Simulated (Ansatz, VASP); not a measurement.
## PtC: VASP beside Ansatz

```
Pt C
1.0
     0.00000    2.21791    2.21791
     2.21791    0.00000    2.21791
     2.21791    2.21791    0.00000
Pt C
1 1
Direct
  0.00000 0.00000 0.00000
  0.50000 0.50000 0.50000
```

Change from the starting cell: volume scaled by 0.98.

Alike in both runs: task single point; functional PBE; k mesh 13 × 13 × 13; occupations fermi-dirac, width 0.03 eV; no spin polarisation.

|  | VASP | Ansatz |
| --- | --- | --- |
| version | VASP 6.6.1 | Ansatz 0.2.0 |
| potentials or method | VASP PAW PBE potentials, release 64 (Pt, C), cutoff 520 eV | all-electron LAPW, scalar-relativistic |

|  | VASP | Ansatz | Ansatz less VASP |
| --- | --- | --- | --- |
| pressure (GPa) | 5.4 | 5.5 | +0.04 |

Ansatz ran all-electron here, so the differences hold the error of VASP's frozen core and of both bases.

The runs have no spin-orbit coupling, so splittings on Pt are missing.
